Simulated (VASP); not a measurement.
# Si in VASP: notebook

The runs below take Si through relaxation of the atoms, single point, with RPBE, PBE+D3, PBE.

Everything below comes from runs of VASP 6.6.1. Logs are shortened: lines on timing, memory, paths and dates and some standing lists are left out, and cuts for length are marked.

## Step 1: The cell of the first run

The cell holds a slab with vacuum, 6 atoms: a = 3.831 Å, b = 3.831 Å, c = 22.131 Å, α = 90.00°, β = 90.00°, γ = 120.00°.

The slab is cut from a database's or a generator's crystal, which needn't be the stable form of the element.

## Step 2: Relaxation of the atoms, RPBE (the (0 0 1) slab of Si, cut from the database cell, not relaxed)

Contents of INCAR:

```
SYSTEM = Si
PREC = Accurate ; ENCUT = 520
EDIFF = 1E-6 ; ISMEAR = 0
SIGMA = 0.05 ; LREAL = .False.
LASPH = .True. ; NELM = 80
ALGO = Fast ; ISIF = 2
LWAVE = .False. ; LCHARG = .False.
LDIPOL = .True. ; IDIPOL = 3
DIPOL = 0.5 0.5 0.500 ; GGA = RP
IBRION = 2 ; NSW = 60
EDIFFG = -0.02
```

Contents of KPOINTS:

```
regular mesh
0
Gamma
  8 8 1
  0 0 0
```

Contents of POSCAR:

```
Si
1.0
    3.8313174605      0.0000000000      0.0000000000
   -1.9156587302      3.3180182508      0.0000000000
    0.0000000000      0.0000000000     22.1306526920
Si
6
Selective dynamics
Direct
    0.6666666700      0.3333333400      0.3388964666  F F F
    0.3333333300      0.6666666600      0.3749564374  F F F
    0.3333333300      0.6666666600      0.4819700146  F F F
    0.6666666700      0.3333333400      0.5180299854  T T T
    0.6666666700      0.3333333400      0.6250435626  T T T
    0.3333333300      0.6666666600      0.6611035334  T T T
```

Potentials or basis: VASP PAW PBE potentials, release 64 (Si).

Command:

```console
> cat potpaw_PBE.64/Si/POTCAR > POTCAR
> mpirun -np 1 vasp_std > vasp.out
```

OUTCAR:

```text
SYSTEM = Si
   PREC = Accurate
   ENCUT = 520
   EDIFF = 1E-6
   ISMEAR = 0
   LREAL = .False.
   LASPH = .True.
   NELM = 80
   ISIF = 2
   GGA = RP
   IBRION = 2
   NSW = 60
   EDIFFG = -0.02

 ion  position               nearest neighbor table
   1  0.667  0.333  0.339-   2 2.35   2 2.35   2 2.35
   2  0.333  0.667  0.375-   1 2.35   1 2.35   1 2.35   3 2.37
   3  0.333  0.667  0.482-   4 2.35   4 2.35   4 2.35   2 2.37
   4  0.667  0.333  0.518-   3 2.35   3 2.35   3 2.35   5 2.37
   5  0.667  0.333  0.625-   6 2.35   6 2.35   6 2.35   4 2.37
   6  0.333  0.667  0.661-   5 2.35   5 2.35   5 2.35

  LATTYP: Found a hexagonal cell.
 ALAT       =     3.8313174605
 C/A-ratio  =     5.7762513601

  Lattice vectors:

 A1 = (   3.8313174605,   0.0000000000,   0.0000000000)
 A2 = (  -1.9156587302,   3.3180182508,   0.0000000000)
 A3 = (   0.0000000000,   0.0000000000,  22.1306526920)

Analysis of symmetry for initial positions (statically):
=====================================================================
 Subroutine PRICEL returns:
 Original cell was already a primitive cell.

 Routine SETGRP: Setting up the symmetry group for a
 hexagonal supercell.

 Subroutine GETGRP returns: Found 12 space group operations
 (whereof 12 operations were pure point group operations)
 out of a pool of 24 trial point group operations.

The static configuration has the point symmetry D_3d.

Analysis of symmetry for dynamics (positions and initial velocities):
=====================================================================
 Subroutine PRICEL returns:
 Original cell was already a primitive cell.

 Routine SETGRP: Setting up the symmetry group for a
 hexagonal supercell.

 Subroutine GETGRP returns: Found 12 space group operations
 (whereof 12 operations were pure point group operations)
 out of a pool of 24 trial point group operations.

The dynamic configuration has the point symmetry D_3d.

Analysis of constrained symmetry for selective dynamics:
=====================================================================
 Subroutine PRICEL returns:
 Original cell was already a primitive cell.

 Routine SETGRP: Setting up the symmetry group for a
 hexagonal supercell.

 Subroutine GETGRP returns: Found  6 space group operations
 (whereof  6 operations were pure point group operations)
 out of a pool of 24 trial point group operations.

The constrained configuration has the point symmetry C_3v.

 Subroutine INISYM returns: Found  6 space group operations
 (whereof  6 operations are pure point group operations),
 and found     1 'primitive' translations

----------------------------------------------------------------------------------------

                                     Primitive cell

  volume of cell :     281.3333

  direct lattice vectors                    reciprocal lattice vectors
     3.831317461  0.000000000  0.000000000     0.261006823  0.150692360  0.000000000
    -1.915658730  3.318018251  0.000000000     0.000000000  0.301384720  0.000000000
     0.000000000  0.000000000 22.130652692     0.000000000  0.000000000  0.045186196

  length of vectors
     3.831317461  3.831317461 22.130652692     0.301384720  0.301384720  0.045186196

  position of ions in fractional coordinates (direct lattice)
     0.666666670  0.333333340  0.338896467
     0.333333330  0.666666660  0.374956437
     0.333333330  0.666666660  0.481970015
     0.666666670  0.333333340  0.518029985
     0.666666670  0.333333340  0.625043563
     0.333333330  0.666666660  0.661103533

  ion indices of the primitive-cell ions
   primitive index   ion index
                 1           1
                 2           2
                 3           3
[... 36 lines left out ...]
  0.500000  0.000000  0.000000      3.000000
  0.125000  0.125000  0.000000      6.000000
  0.250000  0.125000  0.000000     12.000000
  0.375000  0.125000  0.000000     12.000000
  0.250000  0.250000  0.000000      6.000000
  0.375000  0.250000  0.000000      6.000000
   k-points           NKPTS =     10   k-points in BZ     NKDIM =     10   number of bands    NBANDS=     16
   number of dos      NEDOS =    301   number of ions     NIONS =      6
   total plane-waves  NPLWV = 131712
   dimension x,y,z NGX =    28 NGY =   28 NGZ =  168
   dimension x,y,z NGXF=    56 NGYF=   56 NGZF=  336
   ions per type =               6
   NGX,Y,Z   is equivalent  to a cutoff of  12.15, 12.15, 12.62 a.u.
   NGXF,Y,Z  is equivalent  to a cutoff of  24.30, 24.30, 25.24 a.u.
 SYSTEM =  Si
   PREC   = accura    normal or accurate (medium, high low for compatibility)
   ISTART =      0    job   : 0-new  1-cont  2-samecut
   ICHARG =      2    charge: 1-file 2-atom 10-const
   ISPIN  =      1    spin polarized calculation?
   LNONCOLLINEAR =      F non collinear calculations
   LSORBIT =      F    spin-orbit coupling
   LASPH  =      T    aspherical Exc in radial PAW
   ENCUT  =  520.0 eV  38.22 Ry    6.18 a.u.   7.12  7.12 41.15*2*pi/ulx,y,z
   NELM   =     80;   NELMIN=  2; NELMDL= -5     # of ELM steps
   EDIFF  = 0.1E-05   stopping-criterion for ELM
   LREAL  =      F    real-space projection
   EDIFFG = -.2E-01   stopping-criterion for IOM
   NSW    =     60    number of steps for IOM
   IBRION =      2    ionic relax: 0-MD 1-quasi-New 2-CG
   NFREE  =      1    steps in history (QN), initial steepest desc. (CG)
   ISIF   =      2    stress and relaxation
   ISYM   =      2    0-nonsym 1-usesym 2-fastsym
   POTIM  = 0.5000    time-step for ionic-motion
   TEBEG  =    0.0;   TEEND  =   0.0 temperature during run
   PSTRESS=    0.0 pullay stress
   NELECT =      24.0000    total number of electrons
   NUPDOWN=      -1.0000    fix difference up-down
   EMIN   =  10.00;   EMAX   =-10.00  energy-range for DOS
   EFERMI =   0.00;   METHOD = LEGACY
   ISMEAR =     0;   SIGMA  =   0.05  broadening in eV -4-tet -1-fermi 0-gaus
   EFERMI_NEDOS =   21; number of points for ismear=-14 and -15
   IALGO  =     68    algorithm
   IMIX   =      4    mixing-type and parameters
     AMIX     =   0.40;   BMIX     =  1.00
     AMIX_MAG =   1.60;   BMIX_MAG =  1.00
  volume/ion in A,a.u.               =      46.89       316.42
  Fermi-wavevector in a.u.,A,eV,Ry     =   0.720673  1.361874  7.066450  0.519369
  Thomas-Fermi vector in A             =   1.810185
   LORBIT       =      0    0 simple, 1 ext, 2 COOP (PROOUT), +10 PAW based schemes
   GGA     = RP    functional components
   LHFCALC =     F    Hartree Fock is set to
   AEXX    =    0.0000 exact exchange contribution
   IVDW    =     0    specifies the selected vdW correction
   LEPSILON=     F    determine dielectric tensor
   LRPA    =     F    only Hartree local field effects (RPA)
 conjugate gradient relaxation of ions
 non-spin polarized calculation
 RMM-DIIS sequential band-by-band and
 Gauss-broadening in eV      SIGMA  =   0.05
  energy-cutoff  :      520.00
  volume of cell :      281.33
 maximum number of plane-waves:      7613
   NGX = 15   NGY = 15   NGZ = 83

 dipolmoment           0.000000      0.000000      0.000059 electrons x Angstroem

--------------------------------------- Ionic step        1  -------------------------------------------

 number of electron      23.9999999 magnetization

 Free energy of the ion-electron system (eV)
  ---------------------------------------------------
  ext. energy  EPLUGINS =         0.00000000
  ---------------------------------------------------
  free energy    TOTEN  =       -28.59199947 eV

  energy without entropy =      -28.58855373  energy(sigma->0) =      -28.59027660

------------------------ aborting loop because EDIFF is reached ----------------------------------------

  FORCE on cell =-STRESS in cart. coord.  units (eV):
  Direction    XX          YY          ZZ          XY          YZ          ZX
  --------------------------------------------------------------------------------------
  -------------------------------------------------------------------------------------
  Total        1.4851953      1.4851953      1.0126177      0.0000000      0.0000000      0.0000000
  in kB        8.4581037      8.4581037      5.7668009      0.0000000      0.0000000      0.0000000
  external PRESSURE =       7.5610028 kB  Pullay stress =       0.0000000 kB
[... 69 lines left out ...]
 number of electron      23.9999999 magnetization

------------------------ aborting loop because EDIFF is reached ----------------------------------------

 vacuum level on the upper side and lower side of the slab       (xc-potential included)        -0.065        -0.002

  FORCE on cell =-STRESS in cart. coord.  units (eV):
  Direction    XX          YY          ZZ          XY          YZ          ZX
  --------------------------------------------------------------------------------------
  -------------------------------------------------------------------------------------
  Total        2.0495064      2.0495064      0.3616611      0.0000000      0.0000000      0.0000000
  in kB       11.6718240     11.6718240      2.0596395      0.0000000      0.0000000      0.0000000
  external PRESSURE =       8.4677625 kB  Pullay stress =       0.0000000 kB
[... 107 lines left out ...]
--------------------------------------- Ionic step        6  -------------------------------------------

 number of electron      23.9999999 magnetization

 dipolmoment           0.000000      0.000000     -0.009634 electrons x Angstroem

 Free energy of the ion-electron system (eV)
  ---------------------------------------------------
  ext. energy  EPLUGINS =         0.00000000
  ---------------------------------------------------
  free energy    TOTEN  =       -28.62103904 eV

  energy without entropy =      -28.61933717  energy(sigma->0) =      -28.62018811

 E-fermi :  -0.1163     XC(G=0):  -4.6816

 val. band max:       -0.1410264069   @ k =   0.0000   0.0000   0.0000
 cond. band min:      -0.0664384280   @ k =   0.3750   0.2500   0.0000
 fundamental gap:      0.0745879788
 Fermi energy:        -0.1163064774

 k-point     1 :       0.0000    0.0000    0.0000
  band No.  band energies     occupation
      1     -11.7955      2.00000
      2     -11.0567      2.00000
      3     -10.1494      2.00000
      4      -6.0116      2.00000
      5      -3.8023      2.00000
      6      -1.2573      2.00000
[... 169 lines left out ...]
      5      -7.0730      2.00000
      6      -6.3867      2.00000
[... 8 lines left out ...]
     15       2.8883      0.00000
     16       3.5398      0.00000

------------------------ aborting loop because EDIFF is reached ----------------------------------------

 vacuum level on the upper side and lower side of the slab       (xc-potential included)        -0.074         0.060

  FORCE on cell =-STRESS in cart. coord.  units (eV):
  Direction    XX          YY          ZZ          XY          YZ          ZX
  --------------------------------------------------------------------------------------
  -------------------------------------------------------------------------------------
  Total        2.0586141      2.0586141      0.4725964      0.0000000      0.0000000      0.0000000
  in kB       11.7236918     11.7236918      2.6914098      0.0000000      0.0000000      0.0000000
  external PRESSURE =       8.7129311 kB  Pullay stress =       0.0000000 kB
[... 21 lines left out ...]
  FREE ENERGIE OF THE ION-ELECTRON SYSTEM (eV)
  ---------------------------------------------------
  free  energy   TOTEN  =       -28.6210390445 eV

  energy  without entropy=      -28.6193371662  energy(sigma->0) =      -28.62018811

 reached required accuracy - stopping structural energy minimisation

 vacuum level on the upper side and lower side of the slab         4.427         4.564
```

Run time: 2.7 min. Hardware: 1 thread of Intel Xeon Platinum 8375C at 2.90GHz (Ice Lake), shared host; peak memory 0.37 GiB.

What came out:

| Property | Result |
| --- | --- |
| Free energy | -28.6210 eV |
| Energy gained by relaxing | 4.8 meV/atom |
| Ionic steps | 6 |
| Band gap on the k mesh | 0.07 eV, indirect (least direct gap 0.27 eV) |

The path:
| step | energy change (eV) | largest force (eV/Å) | pressure (GPa) |
| --- | --- | --- | --- |
| 1 | 0.0000 | 0.7221 | 0.76 |
| 2 | -0.0246 | 0.7523 | 0.82 |
| 3 | -0.0275 | 0.7569 | 0.85 |
| 4 | -0.0276 | 0.7574 | 0.85 |
| 5 | -0.0286 | 0.7484 | 0.86 |
| 6 | -0.0290 | 0.7375 | 0.87 |

Final structure:
```cif
data_structure
_symmetry_space_group_name_H-M 'P 1'
_symmetry_Int_Tables_number 1
_cell_length_a 3.8313
_cell_length_b 3.8313
_cell_length_c 22.1307
_cell_angle_alpha 90.000
_cell_angle_beta 90.000
_cell_angle_gamma 120.000
_cell_volume 281.33
loop_
_atom_site_label
_atom_site_type_symbol
_atom_site_fract_x
_atom_site_fract_y
_atom_site_fract_z
_atom_site_occupancy
Si1 Si 0.66667 0.33333 0.33890 1
Si2 Si 0.33333 0.66667 0.37496 1
Si3 Si 0.33333 0.66667 0.48197 1
Si4 Si 0.66667 0.33333 0.51760 1
Si5 Si 0.66667 0.33333 0.62762 1
Si6 Si 0.33333 0.66667 0.65935 1
```

Levels at points of the mesh, in eV from the valence-band top:
| k point | band 9 | band 10 | band 11 | band 12 | band 13 | band 14 | band 15 | band 16 |
| --- | --- | --- | --- | --- | --- | --- | --- | --- |
| (0.00, 0.00, 0.00) | -0.61 | -0.61 | 0.00 | 0.00 | 0.82 | 1.60 | 2.63 | 2.63 |
| (0.50, 0.00, 0.00) | -2.27 | -2.08 | -1.45 | -0.79 | 0.12 | 0.94 | 1.60 | 2.09 |

Caveat: the PAW data sets were made with another functional, which shifts forces and pressure a little.

## Step 3: Relaxation of the atoms, PBE+D3 (the (0 0 1) slab of Si, cut from the database cell, not relaxed)

Contents of INCAR:

```
SYSTEM = Si
  PREC = Accurate
  ENCUT = 520
  EDIFF = 1E-6
  ISMEAR = 0
  SIGMA = 0.05
  LREAL = .FALSE.
  LASPH = .TRUE.
  NELM = 80
  ALGO = Normal
  ISIF = 2
  LWAVE = .FALSE.
  LCHARG = .FALSE.
  LDIPOL = .TRUE.
  IDIPOL = 3
  DIPOL = 0.5 0.5 0.500
  GGA = PE
  IVDW = 11
  IBRION = 2
  NSW = 60
  EDIFFG = -0.01
```

Contents of KPOINTS:

```
regular mesh
0
G
  8 8 1
  0 0 0
```

POSCAR is that of step 2.

Potentials or basis: VASP PAW PBE potentials, release 64 (Si).

Command:

```console
> cat potpaw_PBE.64/Si/POTCAR > POTCAR
> mpirun -np 1 vasp_std > vasp.out
```

Wall time 3.7 min (1 thread of Intel Xeon Platinum 8375C at 2.90GHz (Ice Lake), shared host); peak memory 0.38 GiB.

It converged, with:

```
Free energy                : -30.7788 eV
Energy gained by relaxing  : 5.5 meV/atom
Ionic steps                : 9
Band gap on the k mesh     : 0.10 eV, indirect (least direct gap 0.26 eV)
Dispersion energy per atom : -0.114 eV
```

Step by step:
```csv
step,energy change (eV),largest force (eV/Å),pressure (GPa)
1,0.0000,0.6767,0.03
2,-0.0254,0.7074,0.10
3,-0.0291,0.7170,0.15
4,-0.0305,0.7096,0.17
5,-0.0314,0.6972,0.20
6,-0.0317,0.7013,0.22
7,-0.0324,0.7096,0.25
8,-0.0327,0.7261,0.33
9,-0.0327,0.7216,0.31
```

Final structure:
```cif
data_structure
_symmetry_space_group_name_H-M 'P 1'
_symmetry_Int_Tables_number 1
_cell_length_a 3.8313
_cell_length_b 3.8313
_cell_length_c 22.1307
_cell_angle_alpha 90.000
_cell_angle_beta 90.000
_cell_angle_gamma 120.000
_cell_volume 281.33
loop_
_atom_site_label
_atom_site_type_symbol
_atom_site_fract_x
_atom_site_fract_y
_atom_site_fract_z
_atom_site_occupancy
Si1 Si 0.66667 0.33333 0.33890 1
Si2 Si 0.33333 0.66667 0.37496 1
Si3 Si 0.33333 0.66667 0.48197 1
Si4 Si 0.66667 0.33333 0.51681 1
Si5 Si 0.66667 0.33333 0.62616 1
Si6 Si 0.33333 0.66667 0.65731 1
```

Levels at points of the mesh, in eV from the valence-band top:
```
           k point  band 8  band 9  band 10  band 11  band 12  band 13  band 14  band 15  band 16
(0.00, 0.00, 0.00)   -0.74   -0.62    -0.62     0.00     0.00     0.83     1.49     2.58     2.61
(0.50, 0.00, 0.00)   -2.67   -2.26    -2.09    -1.45    -0.79     0.14     0.85     1.54     2.07
```

## Step 4: Single point, PBE, non-collinear spin, antiferromagnetic start (the (0 0 1) slab of Si, cut from the database cell, not relaxed)

Contents of INCAR:

```
SYSTEM = Si
PREC = Accurate
ENCUT = 520
EDIFF = 1E-6
ISMEAR = -1
SIGMA = 0.05
LREAL = .False.
LASPH = .True.
NELM = 100
ALGO = Normal
ISIF = 2
LWAVE = .False.
LCHARG = .False.
LNONCOLLINEAR = .True.
MAGMOM = 0.5 0 0 -0.5 0 0 0.5 0 0 -0.5 0 0 0.5 0 0 -0.5 0 0
LORBIT = 11
GGA = PE
NBANDS = 40
```

Contents of KPOINTS:

```
Automatic mesh
0
Gamma
  6 6 1
  0 0 0
```

Contents of POSCAR:

```
Si
3.8313
    1.000004557334      0.000000000000      0.000000000000
   -0.500002278650      0.866029350557      0.000000000000
    0.000000000000      0.000000000000      5.776277684348
Si
6
Direct
    0.6666666700      0.3333333400      0.3388964666
    0.3333333300      0.6666666600      0.3749564374
    0.3333333300      0.6666666600      0.4819700146
    0.6666666700      0.3333333400      0.5180299854
    0.6666666700      0.3333333400      0.6250435626
    0.3333333300      0.6666666600      0.6611035334
```

Command:

```console
> cat potpaw_PBE.64/Si/POTCAR > POTCAR
> mpirun -np 1 vasp_ncl > vasp.out
```

Wall time 24 min (1 thread of Intel Xeon Platinum 8375C at 2.90GHz (Ice Lake), shared host); peak memory 1.1 GiB.

It converged, with:

```yaml
Free_energy: -30.0961 eV
Largest_force: 0.672 eV/Å
Band_gap_on_the_k_mesh: 0.19 eV, indirect (least direct gap 0.68 eV)
Net_moment: 0.00 μB per cell
Valence_electrons_inside_the_program's_atomic_spheres: Si 1.65, 1.68
```

Forces on the atoms (eV/Å):
```
Si   0.000  0.000  0.432
Si   0.000  0.000 -0.672
Si   0.000  0.000  0.292
Si   0.000  0.000 -0.292
Si   0.000  0.000  0.672
Si   0.000  0.000 -0.432
```

Levels at points of the mesh, in eV from the valence-band top:
```
           k point  band 20  band 21  band 22  band 23  band 24  band 25  band 26  band 27  band 28  band 29
(0.00, 0.00, 0.00)    -0.53     0.00     0.00     0.00     0.00     0.73     0.73     1.51     1.51     2.56
(0.50, 0.00, 0.00)    -2.02    -1.45    -1.45    -1.02    -1.02     0.19     0.19     0.86     0.86     1.58
(0.00, 0.50, 0.00)    -2.02    -1.45    -1.45    -1.02    -1.02     0.19     0.19     0.86     0.86     1.58
```

Moments on the atoms (μB; x, y, z):
```
Si   0.17  0.00  0.00
Si   0.01  0.00  0.00
Si   0.03  0.00  0.00
Si  -0.03  0.00  0.00
Si  -0.01  0.00  0.00
Si  -0.17  0.00  0.00
```

## Step 5: The runs side by side

```csv
task,level,spin,cell,k mesh,smearing,dipole correction,atoms held fixed (from 0),gap on the mesh (eV)
relaxation of the atoms,RPBE,off,"atoms relaxed from: the (0 0 1) slab of Si, cut from the database cell, not relaxed",8 × 8 × 1,gaussian 0.05 eV,yes,"[0, 1, 2]",0.07
relaxation of the atoms,PBE+D3,off,"atoms relaxed from: the (0 0 1) slab of Si, cut from the database cell, not relaxed",8 × 8 × 1,gaussian 0.05 eV,yes,"[0, 1, 2]",0.10
single point,PBE,"non-collinear, antiferromagnetic start","the (0 0 1) slab of Si, cut from the database cell, not relaxed",6 × 6 × 1,fermi-dirac 0.05 eV,-,-,0.19
```

Alike in all rows: potentials or basis VASP PAW PBE potentials, release 64 (Si); cutoff (eV) 520.

Caveats: the PAW data sets were made with another functional, which shifts forces and pressure a little (some runs).

Total energies depend on the potentials used, so only differences within one code and one set of settings carry meaning.
